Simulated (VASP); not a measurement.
Method: PBE GGA with D3 dispersion (Becke-Johnson damping), VASP's PBE PAW potentials (set 64) (plane waves; VASP 6.6.1).

VASP input:

**INCAR**
```
SYSTEM = BaTiO3
PREC = Accurate
ENCUT = 520
EDIFF = 1E-7
NELM = 100
ALGO = Normal
LREAL = .FALSE.
LASPH = .TRUE.
ISMEAR = 0
SIGMA = 0.05
GGA = PE
IVDW = 12
LMAXMIX = 4
LWAVE = .FALSE.
LCHARG = .FALSE.
LORBIT = 11
ICHARG = 11
```

**POSCAR**
```
BaTiO3
1
    4.0063918953    -0.0000000000     0.0000000000
   -0.0000000000     4.0063918953     0.0000000000
   -0.0000000000    -0.0000000000     4.0063918953
Ba Ti O
1 1 3
Direct
  0.0000000000   0.0000000000   0.0000000000
  0.5000000000   0.5000000000   0.5000000000
  0.5000000000   0.0000000000   0.5000000000
  0.0000000000   0.5000000000   0.5000000000
  0.5000000000   0.5000000000   0.0000000000
```

**KPOINTS**
```
k-points along high-symmetry lines
15
Line-mode
Reciprocal
  0.000000   0.000000   0.000000 ! GAMMA
  0.000000   0.500000   0.000000 ! X

  0.000000   0.500000   0.000000 ! X
  0.500000   0.500000   0.000000 ! M

  0.500000   0.500000   0.000000 ! M
  0.000000   0.000000   0.000000 ! GAMMA

  0.000000   0.000000   0.000000 ! GAMMA
  0.500000   0.500000   0.500000 ! R

  0.500000   0.500000   0.500000 ! R
  0.000000   0.500000   0.000000 ! X

  0.500000   0.500000   0.500000 ! R
  0.500000   0.500000   0.000000 ! M
```

POTCAR, in this order: Ba_sv Ti_sv O (PBE.64 set). Program: vasp_std. Read from the step before: CHGCAR.

The resulting files:

File OSZICAR:
```
       N       E                     dE             d eps       ncg     rms          rms(c)
DAV:   1     0.420999733398E+03    0.42100E+03   -0.21857E+04  4320   0.183E+03
DAV:   2     0.993437688872E+01   -0.41107E+03   -0.40344E+03  4944   0.480E+02
DAV:   3    -0.364949560086E+02   -0.46429E+02   -0.44814E+02  7224   0.141E+02
DAV:   4    -0.384641208635E+02   -0.19692E+01   -0.19682E+01  5360   0.274E+01
DAV:   5    -0.385637988967E+02   -0.99678E-01   -0.99677E-01  6152   0.445E+00
DAV:   6    -0.385647866623E+02   -0.98777E-03   -0.98776E-03  5480   0.499E-01
DAV:   7    -0.385648089132E+02   -0.22251E-04   -0.22251E-04  6288   0.655E-02
DAV:   8    -0.385648091946E+02   -0.28148E-06   -0.28151E-06  5488   0.664E-03
DAV:   9    -0.385648092014E+02   -0.67939E-08   -0.67756E-08  3960   0.919E-04
   1 F= -.39885416E+02 E0= -.39885416E+02  d E =-.105041E-32
```

**OUTCAR**
```
 val. band max:        3.8118322935   @ k =   0.5000   0.5000   0.5000

 cond. band min:       5.5500392923   @ k =   0.0000   0.0000   0.0000



 k-point     1 :       0.0000    0.0000    0.0000
  band No.  band energies     occupation
      1     -52.8395      2.00000
      2     -29.0488      2.00000
      3     -29.0488      2.00000
      4     -29.0488      2.00000
      5     -21.0088      2.00000
      6     -13.0748      2.00000
      7     -12.3968      2.00000
      8     -12.3968      2.00000
      9      -6.1861      2.00000
     10      -6.1861      2.00000
     11      -6.1861      2.00000
     12       1.5091      2.00000
     13       1.5091      2.00000
     14       1.5091      2.00000
     15       2.7253      2.00000
     16       2.7253      2.00000
     17       2.7253      2.00000
     18       3.6629      2.00000
     19       3.6629      2.00000
     20       3.6629      2.00000
     21       5.5500      0.00000
     22       5.5500      0.00000
     23       5.5500      0.00000
     24       7.6934      0.00000

 k-point     2 :       0.0000    0.0357    0.0000
  band No.  band energies     occupation
      1     -52.8395      2.00000
      2     -29.0495      2.00000
      3     -29.0488      2.00000
      4     -29.0488      2.00000
      5     -21.0073      2.00000
      6     -13.0749      2.00000
      7     -12.3965      2.00000
      8     -12.3964      2.00000
      9      -6.1841      2.00000
     10      -6.1841      2.00000
     11      -6.1808      2.00000
     12       1.4870      2.00000
     13       1.5057      2.00000
     14       1.5057      2.00000
     15       2.7085      2.00000
     16       2.7085      2.00000
     17       2.7127      2.00000
     18       3.6253      2.00000
     19       3.6519      2.00000
     20       3.6519      2.00000
     21       5.5519      0.00000
     22       5.5794      0.00000
     23       5.5794      0.00000
     24       7.6935      0.00000

...
```

The density is held fixed in this step, so its total energy and stress have no physical meaning. Unless said otherwise, spin-orbit coupling is left out, though it shifts the bands of the heavy elements here.

The compound is BaTiO3 in the cubic perovskite structure, the ideal cubic form; the compound distorts at low or room temperature. It was relaxed first.
